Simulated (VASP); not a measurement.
Method: PBE GGA with D4 dispersion, VASP's PBE PAW potentials (set 64) (plane waves; VASP).

VASP ran on this input.

POSCAR:
```
PdIn
1.0
  3.2697864079   0.0000000000   0.0000000000
  0.0000000000   3.2697864079   0.0000000000
  0.0000000000   0.0000000000   3.2697864079
In Pd
1 1
Direct
  0.5000000000   0.5000000000   0.5000000000
  0.0000000000   0.0000000000   0.0000000000
```

### INCAR
```
SYSTEM  =  PdIn
PREC  =  Accurate; ENCUT  =  520; LREAL  =  .FALSE.
LASPH  =  .TRUE.
EDIFF  =  1E-7; NELM  =  100; ALGO  =  Normal
LMAXMIX  =  4
ISMEAR  =  -5
GGA  =  PE; IVDW  =  13
ISIF  =  2
LWAVE  =  .FALSE.; LCHARG  =  .TRUE.; LORBIT  =  11
NEDOS  =  601
```

KPOINTS:
```
Automatic mesh
0
Gamma
13 13 13
0 0 0
```

POTCAR, in this order: In_d Pd (PBE.64 set). Program: vasp_std.

Q: What will the output report for the number of irreducible k-points (NKPTS), largest plane-wave count, number of space-group operations, FFT grid (NGX, NGY, NGZ)?

A: 
| Item | Value |
|---|---|
| number of irreducible k-points (NKPTS) | 84 |
| largest plane-wave count | 955 |
| number of space-group operations | 48 |
| FFT grid (NGX, NGY, NGZ) | 24 × 24 × 24 |

The compound is PdIn in the CsCl type structure. It was relaxed first. The electron count is odd and the run is not spin-polarised, which forces a metal.
